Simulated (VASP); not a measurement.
Input for VASP

**KPOINTS**
```
Automatic mesh
0
Gamma
11 11 11
0 0 0
```

**INCAR**
```
SYSTEM  =  CuZn
PREC  =  Accurate; ENCUT  =  520; LREAL  =  .FALSE.
LASPH  =  .TRUE.
EDIFF  =  1E-6; NELM  =  100; ALGO  =  Normal
LMAXMIX  =  4
ISMEAR  =  1; SIGMA  =  0.1
GGA  =  MK; LUSE_VDW  =  .TRUE.; AGGAC  =  0.0
PARAM1  =  0.1234568; PARAM2  =  0.7114; ZAB_VDW  =  -1.8867
IBRION  =  2; NSW  =  60; ISIF  =  3
EDIFFG  =  -0.01
LWAVE  =  .FALSE.; LCHARG  =  .FALSE.
```

### POSCAR
```
CuZn
1.0
  2.9500000000   0.0000000000   0.0000000000
  0.0000000000   2.9500000000   0.0000000000
  0.0000000000   0.0000000000   2.9500000000
Zn Cu
1 1
direct
  0.5000000000   0.5000000000   0.5000000000
  0.0000000000   0.0000000000   0.0000000000
```

POTCAR, in this order: Zn Cu (PBE.64 set). Program: vasp_std.

Translate this rev-vdW-DF2 calculation to Quantum ESPRESSO's pw.x.

One equivalent input (not run):
```
&CONTROL
  calculation = 'vc-relax'
  pseudo_dir = './pseudo'
  outdir = './out'
  tprnfor = .true.
  tstress = .true.
  nstep = 60
  forc_conv_thr = 0.00039
/
&SYSTEM
  ibrav = 0
  nat = 2
  ntyp = 2
  ecutwfc = 92
  occupations = 'smearing'
  smearing = 'methfessel-paxton'
  degauss = 0.00735
  input_dft = 'vdw-df2-b86r'
/
&ELECTRONS
  conv_thr = 7.3e-08
  electron_maxstep = 100
/
&IONS
/
&CELL
/
ATOMIC_SPECIES
  Zn 65.380 Zn.upf
  Cu 63.546 Cu.upf
CELL_PARAMETERS angstrom
     2.9500000    0.0000000    0.0000000
     0.0000000    2.9500000    0.0000000
     0.0000000    0.0000000    2.9500000
ATOMIC_POSITIONS crystal
  Zn   0.5000000  0.5000000  0.5000000
  Cu   0.0000000  0.0000000  0.0000000
K_POINTS automatic
  11 11 11 0 0 0
```
What does not carry over: the potentials are each code's own (VASP's PAW set, PseudoDojo norm-conserving files in pw.x), so ENCUT and ecutwfc are chosen apart and not converted; conv_thr bounds pw.x's estimated SCF error, while EDIFF bounds the energy change between steps; forc_conv_thr acts on force components and is met together with etot_conv_thr.

The compound is CuZn in the CsCl type structure. This run relaxes it. Symmetry was kept, so distortions that lower it aren't found.
